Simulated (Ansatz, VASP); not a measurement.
# CdF2: VASP beside Ansatz, part 2 of 2

One calculation is typed for both programs; each brings its own data sets. How far apart do they land? The cell is taken from a series of VASP runs on this material, whose earlier steps may have relaxed, scaled or displaced it; both programs get it as it stands. Valence electrons are named where the data sets of a main pair hold unlike numbers.

VASP 6.6.1 and Ansatz 0.2.0.

So far: Set-up; VASP: zone-centre phonons, RPBE.

**2. VASP: zone-centre phonons, RPBE (continued)**

Level of this step: RPBE; plane waves and PAW (Cd, F) (VASP).

Numbers of over 12 decimals in the logs are rounded to 6 here.

Parts of OUTCAR (step 2):

```text
ion  position               nearest neighbor table
   1  0.000  0.000  0.000-   2 2.42   3 2.42   2 2.42   2 2.42   2 2.42   3 2.42   3 2.42   3 2.42

  LATTYP: Found a face centered cubic cell.
 ALAT       =     5.5841394098

 Subroutine GETGRP returns: Found 48 space group operations
 (whereof 48 operations were pure point group operations)

The static configuration has the point symmetry O_h .

 Found     29 irreducible k-points:

   k-points           NKPTS =     29   k-points in BZ     NKDIM =     29   number of bands    NBANDS=     17

   dimension x,y,z NGX =    30 NGY =   30 NGZ =   30
   dimension x,y,z NGXF=    60 NGYF=   60 NGZF=   60

   ENCUT  =  520.0 eV  38.22 Ry    6.18 a.u.   7.34  7.34  7.34*2*pi/ulx,y,z

   NELECT =      26.0000    total number of electrons

 k-points in reciprocal lattice and weights: Automatic mesh
   0.00000000  0.00000000  0.00000000       0.002
   0.12500000  0.00000000  0.00000000       0.016
   0.25000000  0.00000000  0.00000000       0.016
   0.37500000  0.00000000  0.00000000       0.016
   0.50000000  0.00000000  0.00000000       0.008
   0.12500000  0.12500000  0.00000000       0.012
   0.25000000  0.12500000  0.00000000       0.047
   0.37500000  0.12500000  0.00000000       0.047
   0.50000000  0.12500000  0.00000000       0.047
[...]
-0.37500000  0.50000000  0.12500000       0.023
  -0.25000000  0.50000000  0.25000000       0.012

 average (electrostatic) potential at core
       1 -39.9325       2 -78.2885       3 -78.2885

  Total       -0.0168910     -0.0168910     -0.0168910      0.0000000      0.0000000     -0.0000000
  in kB       -0.6216647     -0.6216647     -0.6216647      0.0000000      0.0000000     -0.0000000
  external PRESSURE =      -0.6216647 kB  Pullay stress =       0.0000000 kB

  energy-cutoff  :      520.00
  volume of cell :       43.53
      direct lattice vectors                 reciprocal lattice vectors
     0.000000000  2.792069705  2.792069705    -0.179078624  0.179078624  0.179078624
     2.792069705  0.000000000  2.792069705     0.179078624 -0.179078624  0.179078624
     2.792069705  2.792069705  0.000000000     0.179078624  0.179078624 -0.179078624

 POSITION                                       TOTAL-FORCE (eV/Angst)
 -----------------------------------------------------------------------------------
      0.00000      0.00000      0.00000        -0.000000     -0.000000      0.000000
      4.18810      4.18810      4.18810        -0.000000     -0.000000      0.000000
      1.39603      1.39603      1.39603         0.000000      0.000000     -0.000000
 -----------------------------------------------------------------------------------
    total drift:                                0.000000     -0.000000      0.000000

 MACROSCOPIC STATIC DIELECTRIC TENSOR (including local field effects in DFT)
 ------------------------------------------------------
           2.768067     0.000000     0.000000
           0.000000     2.768067     0.000000
           0.000000     0.000000     2.768067
 ------------------------------------------------------

 PIEZOELECTRIC TENSOR (including local field effects)  for field in x, y, z        (C/m^2)
          XX          YY          ZZ          XY          YZ          ZX
  --------------------------------------------------------------------------------
  x     0.00000     0.00000     0.00000     0.00000     0.00000     0.00000
  y     0.00000     0.00000     0.00000     0.00000     0.00000     0.00000
  z     0.00000     0.00000     0.00000     0.00000     0.00000     0.00000

 BORN EFFECTIVE CHARGES (including local field effects) (in |e|, cummulative output)
 ---------------------------------------------------------------------------------
 ion    1
    1     2.46989     0.00000     0.00000
    2     0.00000     2.46989     0.00000
    3     0.00000     0.00000     2.46989
 ion    2
    1    -1.23495     0.00000     0.00000
    2     0.00000    -1.23495     0.00000
    3     0.00000     0.00000    -1.23495
 ion    3
    1    -1.23495     0.00000     0.00000
    2     0.00000    -1.23495     0.00000
    3     0.00000     0.00000    -1.23495

 Eigenvectors and eigenvalues of the dynamical matrix
 ----------------------------------------------------

   1 f  =    8.121788 THz    51.030701 2PiTHz  270.913696 cm-1    33.589002 meV
             X         Y         Z           dx          dy          dz
      0.000000  0.000000  0.000000     0.000000   -0.000000    0.000000
      4.188105  4.188105  4.188105     0.704667    0.058690   -0.000000
      1.396035  1.396035  1.396035    -0.704667   -0.058690    0.000000

   2 f  =    8.121788 THz    51.030701 2PiTHz  270.913696 cm-1    33.589002 meV
             X         Y         Z           dx          dy          dz
      0.000000  0.000000  0.000000     0.000000    0.000000    0.000000
      4.188105  4.188105  4.188105     0.018292   -0.219630   -0.671884
      1.396035  1.396035  1.396035    -0.018292    0.219630    0.671884

   3 f  =    8.121788 THz    51.030701 2PiTHz  270.913696 cm-1    33.589002 meV
             X         Y         Z           dx          dy          dz
      0.000000  0.000000  0.000000     0.000000    0.000000    0.000000
      4.188105  4.188105  4.188105     0.055767   -0.669566    0.220390
      1.396035  1.396035  1.396035    -0.055767    0.669566   -0.220390

   4 f  =    5.275934 THz    33.149671 2PiTHz  175.986215 cm-1    21.819500 meV
             X         Y         Z           dx          dy          dz
      0.000000  0.000000  0.000000    -0.270655    0.420141    0.008899
      4.188105  4.188105  4.188105     0.331614   -0.514769   -0.010903
      1.396035  1.396035  1.396035     0.331614   -0.514769   -0.010903

   5 f  =    5.275934 THz    33.149671 2PiTHz  175.986215 cm-1    21.819500 meV
             X         Y         Z           dx          dy          dz
      0.000000  0.000000  0.000000     0.035900    0.033662   -0.497423
      4.188105  4.188105  4.188105    -0.043986   -0.041244    0.609457
      1.396035  1.396035  1.396035    -0.043986   -0.041244    0.609457

   6 f  =    5.275934 THz    33.149671 2PiTHz  175.986215 cm-1    21.819500 meV
             X         Y         Z           dx          dy          dz
      0.000000  0.000000  0.000000    -0.418699   -0.268701   -0.048402
      4.188105  4.188105  4.188105     0.513003    0.329220    0.059303
      1.396035  1.396035  1.396035     0.513003    0.329220    0.059303

   7 f/i=    0.016843 THz     0.105829 2PiTHz    0.561831 cm-1     0.069658 meV
             X         Y         Z           dx          dy          dz
      0.000000  0.000000  0.000000    -0.286276   -0.596536    0.558873
      4.188105  4.188105  4.188105    -0.116825   -0.243439    0.228069
      1.396035  1.396035  1.396035    -0.116825   -0.243439    0.228069

   8 f/i=    0.016843 THz     0.105829 2PiTHz    0.561831 cm-1     0.069658 meV
             X         Y         Z           dx          dy          dz
      0.000000  0.000000  0.000000     0.813792   -0.263800    0.135278
      4.188105  4.188105  4.188105     0.332098   -0.107653    0.055205
      1.396035  1.396035  1.396035     0.332098   -0.107653    0.055205

   9 f/i=    0.016843 THz     0.105829 2PiTHz    0.561831 cm-1     0.069658 meV
             X         Y         Z           dx          dy          dz
      0.000000  0.000000  0.000000    -0.077048   -0.569827   -0.647695
      4.188105  4.188105  4.188105    -0.031442   -0.232539   -0.264316
      1.396035  1.396035  1.396035    -0.031442   -0.232539   -0.264316

 MACROSCOPIC STATIC DIELECTRIC TENSOR IONIC CONTRIBUTION
 ------------------------------------------------------
           7.888278     0.000000     0.000000
           0.000000     7.888278    -0.000000
          -0.000000     0.000000     7.888278
 ------------------------------------------------------

 ELASTIC MODULI CONTR FROM IONIC RELAXATION (kBar)
 Direction    XX          YY          ZZ          XY          YZ          ZX
 --------------------------------------------------------------------------------
 XX          -0.0000     -0.0000     -0.0000     -0.0000      0.0000     -0.0000
 YY          -0.0000     -0.0000     -0.0000     -0.0000      0.0000     -0.0000
 ZZ          -0.0000     -0.0000     -0.0000      0.0000      0.0000     -0.0000
 XY          -0.0000     -0.0000      0.0000     -5.1603      0.0000     -0.0000
 YZ           0.0000      0.0000      0.0000      0.0000     -5.1603     -0.0000
 ZX          -0.0000     -0.0000     -0.0000     -0.0000     -0.0000     -5.1603
 --------------------------------------------------------------------------------

 PIEZOELECTRIC TENSOR IONIC CONTR  for field in x, y, z        (C/m^2)
          XX          YY          ZZ          XY          YZ          ZX
  --------------------------------------------------------------------------------
  x    -0.00000    -0.00000    -0.00000     0.00000     0.00000    -0.00000
  y     0.00000     0.00000     0.00000    -0.00000    -0.00000     0.00000
  z    -0.00000    -0.00000     0.00000    -0.00000     0.00000     0.00000
```

The gap is read on the k-mesh alone, so it is an upper bound where the band edges lie off the mesh. Energies printed during the response cycles are not total energies of the cell. The PAW data sets were made with PBE, which is usual practice but a small mismatch for other functionals.

**3. Ansatz: zone-centre phonons, RPBE**

Ansatz runs on its default PAW (the set named soft_2) files.

The same cell, functional and mesh now go to Ansatz, which takes its cutoff from its data sets.

Input file input.yaml:

```yaml
crystal:
  lattice:
    - [0.0, 2.7920697049, 2.7920697049]
    - [2.7920697049, 0.0, 2.7920697049]
    - [2.7920697049, 2.7920697049, 0.0]
  atoms:
    - { symbol: Cd, position: [0.0, 0.0, 0.0] }
    - { symbol: F, position: [0.75, 0.75, 0.75] }
    - { symbol: F, position: [0.25, 0.25, 0.25] }
hamiltonian:
  xc: rpbe
  pseudopotentials: { kind: paw }
kpoints:
  mp_grid: { grid: [8, 8, 8] }
scf:
  occupations: { method: fixed }
phonons:
  method: dfpt
  qpoints: [[0, 0, 0]]
  dielectric: true
  rigid_motions: translations
```

Launch:

```sh
> ansatz run input.yaml --threads 4 --pin off --max-ram 9216MiB --backend cpu --events-out ev --progress --plain --runs-dir out
```

The program printed:

```text
Engine: ansatz 0.2.0, aarch64-unknown-linux-gnu
Pseudopotentials: kind: paw
Pseudopotential: Cd, paw, valence charge 20, recommended cutoff 420 eV (normal), Cd.paw.azcp
Pseudopotential: F, paw, valence charge 7, recommended cutoff 420 eV (normal), F.paw.azcp
Functional definition: RPBE
  parameter kappa = 0.804
  parameter beta = 0.066725
  exchange = rpbe_x(kappa = kappa, mu = beta*pi^2/3)
  correlation = pbe_c(beta = beta)
Crystal: 3 atoms, lattice volume = 43.532 Å³
Basis set: ecut = 420 eV, 869 PW (Γ), exchange–correlation on 54×54×54 points (8 copies of the dense FFT grid, shifted against one another)
Bands: 21, of which v1, the nominal top of the filled ones, is band 17 counted from 1 (16 counted from 0)
Symmetry: 48 space group operations
k-points: 95 of 512 (irreducible under 4 space group operations, time reversal used)
Non-local potential: Cd, projectors of the file, l = 0: 3, l = 1: 2, l = 2: 2, l = 3: 1
Non-local potential: F, projectors of the file, l = 0: 2, l = 1: 2, l = 2: 1
PAW form: soft (Blöchl's): semilocal exchange-correlation on the pseudo side does not see the compensation charge
PAW frozen core: Cd, regenerated for the run's functional, and the local potential with it (the file was generated under x = pbe(κ = 0.804, μ = 0.219515), c = pbe(β = 0.066725))
PAW frozen core: F, regenerated for the run's functional, and the local potential with it (the file was generated under x = pbe(κ = 0.804, μ = 0.219515), c = pbe(β = 0.066725))
PAW one-centre angular grid: Cd, 590 points (default); XC on 64 Gauss nodes
PAW one-centre angular grid: F, 110 points (default); XC on 64 Gauss nodes
Initial density: superposition of atomic densities (neutral atoms: chi_scale 0, normalization atom), corrected by the library's trained network
Initial wavefunctions: pseudopotential atomic-orbital guess
Functional: x = rpbe, c = pbe(β = 0.066725)
SCF iter   1: F=—  HF=-9884.552659 eV  |F-HF|=—  |Δ(HF+E_count)|=         —  Δρ=6.68e-3  dr2=1.65e-2  ethr=1.77e-3  ⟨swp⟩=4.3  Hψ=7221  notcnv=0  defer=180
preconditioner: auto → none  [insulator: Δε(μ)=2.986 eV  Ē_g=16.028 eV  n_scr=14 (ndim 8)  ℏωp=28.7 eV  f_vac=0.160  ε∞_Penn≈4.2]
SCF iter   2: F=—  HF=-9884.550273 eV  |F-HF|=—  |Δ(HF+E_count)|=   2.39e-3  Δρ=3.98e-3  dr2=2.70e-3  ethr=4.84e-5  ⟨swp⟩=2.1  Hψ=4183  notcnv=0  defer=186
SCF iter   3: F=—  HF=-9884.549630 eV  |F-HF|=—  |Δ(HF+E_count)|=   6.42e-4  Δρ=9.99e-4  dr2=2.80e-4  ethr=7.94e-6  ⟨swp⟩=2.0  Hψ=3424  notcnv=0  defer=186
SCF iter   4: F=—  HF=-9884.549679 eV  |F-HF|=—  |Δ(HF+E_count)|=   4.88e-5  Δρ=4.24e-4  dr2=3.60e-5  ethr=8.22e-7  ⟨swp⟩=2.8  Hψ=3218  notcnv=0  defer=186
SCF iter   5: F=—  HF=-9884.549691 eV  |F-HF|=—  |Δ(HF+E_count)|=   1.14e-5  Δρ=2.64e-5  dr2=2.24e-7  ethr=1.06e-7  ⟨swp⟩=2.0  Hψ=3077  notcnv=0  defer=36
SCF iter   6: F=—  HF=-9884.549698 eV  |F-HF|=—  |Δ(HF+E_count)|=   7.55e-6  Δρ=3.81e-6  dr2=2.97e-9  ethr=6.59e-10  ⟨swp⟩=2.0  Hψ=3206  notcnv=0
SCF iter   7: F=-9884.549698 eV  HF=-9884.549698 eV  |F-HF|=3.78e-10  |Δ(HF+E_count)|=   1.35e-8  Δρ=5.50e-7  dr2=6.30e-11  ethr=1.00e-12  ⟨swp⟩=5.0  Hψ=11786  notcnv=0
SCF 1 converged in 7 iterations: F = -9884.549698 eV  dr2 = 6.30e-11
  greatest PAW one-centre occupation: 1.001 electrons in one spin orbital (limit 2), on the Cd atom at site 0 (counted from 0), in its partial waves of l = 1
DFPT response loops at Γ: preconditioner auto → none (the input reference at scf.mixing.eps_inf says where Resta's filter doesn't serve); β = 0.50; Broyden in place of MSR1
SCF converged after 7 iterations
Free energy (F): -9884.549698 eV
Harris-Foulkes:  -9884.549698 eV  (|F-HF|=3.78e-10)
Internal energy: -9884.549698 eV  (E = F + TS)
E sigma→0 (E₀):  -9884.549698 eV
Fermi energy:    5.123626 eV
--- Per-component energies (eV) ---
  E_band       = -525.169372
  E_kinetic    = 917.229591
  E_local      = -4450.988125  (includes V_loc(G=0)·N_el)
  E_nonlocal   = 180.833276
  E_hartree    = 1964.148006
  E_xc         = -336.071393
  E_vxc        = -424.172247  (∫ρ·V_xc dr)
  E_paw        = -4498.947586  (= ΣΔE_a)
  E_vpaw       = -676.371978  (= ΣTr[D̂ρ^β])
  E_aug_tail   = 0.004119  (compensation charges beyond the density's cutoff)
  E_ewald      = -3660.599788
  E_core_change = -0.157798  (= ΣΔE_core)
  E_smearing   = -0.000000  (= −TS)
  E_closure    = 0.000000  (closes the sum)
  Σ components = -9884.549698   (vs F -9884.549698, Δ=0.00e0)
--- Band table (eV; the first three rows and the last of 95) ---
  k-point 0: bands = [... 13 lower, 4.3991, 4.5077, 4.5077, 4.5077, 8.0375, 17.5094, 17.5094, 17.5094]
  k-point 1: bands = [... 13 lower, 4.2590, 4.4866, 4.5727, 4.5727, 8.5586, 16.8341, 17.6931, 17.6931]
  k-point 2: bands = [... 13 lower, 4.0123, 4.0993, 4.6297, 4.6297, 9.7263, 15.7002, 18.1595, 18.1595]
  k-point 94: bands = [... 13 lower, 3.8392, 3.8392, 4.7217, 5.1236, 12.4480, 16.2690, 16.2690, 16.6223]
--- Phonons (Γ-DFPT): 2 representative perturbations + reference, on 95 of 512 k-points (Σ response iterations 8) ---
  k mesh reduced under 4 symmetry operations, with k and −k counted as one. Each operation leaves every solved perturbation unchanged. A smaller set is not considered because the run solves the response to a homogeneous field
  ASR residual: 3.352e-4 → 0.000e0 eV/Å²; symmetrization residual: 1.023e-6 eV/Å²
  ASR residual per site (eV/Å²): 1.62e-4 3.35e-4 3.35e-4
  Γ frequencies (cm⁻¹): 0.00 0.00 0.00 164.37 164.37 164.37 265.44 265.44 265.44
  ε∞ (high-frequency dielectric tensor):
        2.812405    -0.000000     0.000000
        0.000000     2.812405     0.000000
        0.000000     0.000000     2.812405
  ε⁰ (static dielectric tensor: ions relaxed, cell fixed):
       12.030988    -0.000000    -0.000000
       -0.000000    12.030988    -0.000000
       -0.000000    -0.000000    12.030988
  ε⁰ − ε∞ (ionic part):
        9.218583    -0.000000    -0.000000
       -0.000000     9.218583    -0.000000
       -0.000000    -0.000000     9.218583
  softest optical mode at Γ: 164.37 cm⁻¹; the repairs (sum rule, projections) moved no ω² at Γ by more than (2.22 cm⁻¹)²
  Born effective charges Z* (e; rows j = field, columns β = displacement):
    site 0:
         2.50149   -0.00000    0.00000
         0.00000    2.50149    0.00000
         0.00000   -0.00000    2.50149
    site 1:
        -1.25074    0.00000   -0.00000
        -0.00000   -1.25074   -0.00000
         0.00000    0.00000   -1.25074
    site 2:
        -1.25074    0.00000    0.00000
        -0.00000   -1.25074   -0.00000
         0.00000    0.00000   -1.25074
  Z* charge neutrality: 7.702e-5 e pre-enforcement
  k-mesh period / interband length: 31.6 Å / 1.38 Å = 22.88 at k = (0.0000, 0.0000, 0.0000), direct gap 3.530 eV — 14 or more, which is no proof of convergence
  optical modes at Γ without the LO–TO term, one row a degenerate level:
      ω (cm⁻¹)  modes    IR ((D/Å)²/amu)
        164.37      3            15.2508
        265.44      3             0.0000
  optical modes at Γ + LO–TO along q̂ = [1.0000, 0.0000, 0.0000]:
      ω (cm⁻¹)  modes    IR ((D/Å)²/amu)
        164.37      2            10.1672
        265.44      3             0.0000
        339.97      1             5.0836
  optical modes at Γ + LO–TO along q̂ = [0.0000, 1.0000, 0.0000]:
      ω (cm⁻¹)  modes    IR ((D/Å)²/amu)
        164.37      2            10.1672
        265.44      3             0.0000
        339.97      1             5.0836
  optical modes at Γ + LO–TO along q̂ = [0.0000, 0.0000, 1.0000]:
      ω (cm⁻¹)  modes    IR ((D/Å)²/amu)
        164.37      2            10.1672
        265.44      3             0.0000
        339.97      1             5.0836
--- Phonons (arbitrary-q DFPT): 1 explicit q-point ---
  q = [0, 0, 0] (of the zone-centre solve; hermiticity 6.16e-7, symmetrization 1.50e-8): -0.00 0.00 0.00 164.37 164.37 164.37 265.44 265.44 265.44
  sum rule: each row above includes the acoustic sum rule's correction from the zone centre's row sums; it moved no ω² by more than (2.19 cm⁻¹)²
```

Run time: 11 s. Hardware: 4 threads of Arm Neoverse V2, shared host; peak memory 0.6 GiB; 42 s of CPU time.

**4. Comparison**

Known differences besides the potentials themselves: the data sets hold 34 valence electrons in Ansatz (on its default PAW (the set named soft_2) files) and 26 in VASP; the cutoff is 420 eV in Ansatz and 520 eV in VASP; Ansatz makes its cores anew for this functional, VASP keeps those of its PBE data sets; VASP leaves aspherical gradient terms in its spheres out (LASPH is not set), Ansatz keeps them. Total energies have different zeros and are not compared.

The two programs side by side:

```csv
quantity,Ansatz,VASP,difference
ε∞ xx,2.81,2.77,+1.60 %
ε∞ yy,2.81,2.77,+1.60 %
ε∞ zz,2.81,2.77,+1.60 %
Born charge of Cd1 (mean of the diagonal) (e),2.50,2.47,+0.03
Born charge of F2 (mean of the diagonal) (e),-1.25,-1.23,-0.02
optical mode 1 to 3 (cm⁻¹),164.4,176.0,-6.60 %
optical mode 4 to 6 (cm⁻¹),265.4,270.9,-2.02 %
```

Modes are paired by rising frequency, not by their patterns, so a pair may set unlike modes beside each other; they are those without the splitting of longitudinal modes.

**5. Other set-ups**

Further runs change the set-up of one program: Ansatz's method, potentials or start, or VASP's data sets, cutoff or form of LDA. The table gives Ansatz less VASP for each quantity, since a change that brings one quantity closer may part another.

```csv
run,ε∞ xx (%),ε∞ yy (%),ε∞ zz (%),optical mode 1 to 3 (%),optical mode 4 to 6 (%),Born charge of Cd1 (mean of the diagonal) (e)
as above,1.6,1.6,1.6,-6.6,-2.0,0.032
cores kept as stored,1.6,1.6,1.6,-6.6,-2.0,0.032
Ansatz's larger PAW set (cutoff 1300 eV),1.7,1.7,1.7,-6.1,-2.0,0.032
norm-conserving potentials (cutoff 1320 eV),1.0,1.0,1.0,-6.3,-2.0,0.025
```

**6. What came out**

| Quantity | Value |
| --- | --- |
| r.m.s. difference of the optical zone-centre modes, each program's sorted by frequency (zone-centre phonons, RPBE) | 9.1 cm⁻¹ |
| difference in optical mode 1 to 3 (zone-centre phonons, RPBE) | -6.6 % |

The r.m.s. difference of the optical zone-centre modes, each program's sorted by frequency is 9.1 cm⁻¹ (zone-centre phonons, RPBE). The data sets hold unlike numbers of valence electrons (34 in Ansatz and 26 in VASP), so part of the differences comes from the potentials. Among the rows given in per cent, the largest difference of the zone-centre phonons, RPBE pair is in optical mode 1 to 3, -6.6 %. Zone-centre phonons, RPBE, norm-conserving potentials (cutoff 1320 eV): the difference in ε∞ xx goes from 1.6 to 1.0 %; the difference in ε∞ yy goes from 1.6 to 1.0 %; the difference in ε∞ zz goes from 1.6 to 1.0 %. Such differences can come from data sets, numerical settings and the points named under the comparisons, not from the functional's error against experiment.

[Lines on the potential files, build, host, timing and source positions are cut from VASP's logs without a mark.]

[Logs are printed without paths, hosts, clocks, repeated set-up lines and the standing remarks that a program may print on its own settings, such as how far it seeks lower states.]

[Hosts, paths, dates, database ids (printed as entryN), source tags and the programs' standing remarks are cut or masked in the printed files.]
